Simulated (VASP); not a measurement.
Energy against volume of Al3Sc (L1_2). Level of theory: PBE GGA with D3 dispersion (zero damping), VASP's PBE PAW potentials (set 64) (plane waves; VASP).

```csv
V (Å³/atom),E (eV/atom)
15.786,-5.03721
16.289,-5.05214
16.793,-5.05698
17.297,-5.05320
17.801,-5.04218
```

Fit a third-order Birch-Murnaghan equation of state.

```
Item                                            Result
---------------------------------------  -------------
volume per atom                          16.81 Å³/atom
bulk modulus                                  90.3 GPa
pressure derivative of the bulk modulus           4.50
lattice constant a                             4.066 Å
```

Measured: a 4.103 Å (computed value off by -0.9 %), as given by A Combined Experimental and First-Principles Based Assessment of Finite-Temperature Thermodynamic Properties of …. The calculation is for a static lattice, while the measured a holds thermal and zero-point effects, which are part of the difference.

The compound is Al3Sc in the L1_2 structure. It was relaxed first.
